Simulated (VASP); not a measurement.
**Zn3P: single point with PBE**

Crystal: Zn3P.

```
Zn P
1.0
     3.97552    0.00000    0.00000
     0.00000    3.97552    0.00000
     0.00000    0.00000    3.97552
Zn P
3 1
Direct
  0.51229 0.50460 0.99853
  0.50346 0.00167 0.50243
  0.99755 0.50260 0.49446
  0.99469 0.99696 0.00276
```

The cell comes from a database or a generator and needn't be the stable form of this composition.

The cell isn't the ideal one: atoms moved at random, drawn with an rms of 0.05 Å.

```yaml
Program: VASP 6.6.1
Task: single point
Functional: PBE
Potentials_or_basis: VASP PAW PBE potentials, release 64 (Zn, P)
Cutoff: 520 eV
k_mesh: 7 × 7 × 7
Occupations: fermi-dirac, width 0.05 eV
Spin: no spin polarisation
Further_INCAR_settings: ALGO = Normal; EDIFF = 1e-07; NBANDS = 28
```

The pressure is -0.6 GPa, the largest force is 0.174 eV/Å and the band gap on the k mesh is none (metal or under the smearing width).

Forces in eV/Å, atoms in the order of the input:
```
Zn  -0.114 -0.031 -0.029
Zn  -0.087  0.059 -0.006
Zn   0.171 -0.023  0.023
P    0.030 -0.005  0.012
```

Stress tensor (GPa, compression positive):
```
-0.56  0.07  0.01
 0.07 -0.59 -0.04
 0.01 -0.04 -0.54
```

Levels at points of the mesh, in eV from the Fermi level:
```
           k point  band 16  band 17  band 18  band 19  band 20  band 21  band 22  band 23  band 24  band 25
(0.00, 0.00, 0.00)    -7.05    -3.94    -3.42    -3.42    -3.41     0.47     0.48     4.20     4.20     4.21
```

Wall time 5 min on 1 thread of AMD EPYC 7R43 64-Core Processor (Zen 3), with other jobs on the host, peak memory 0.31 GiB.
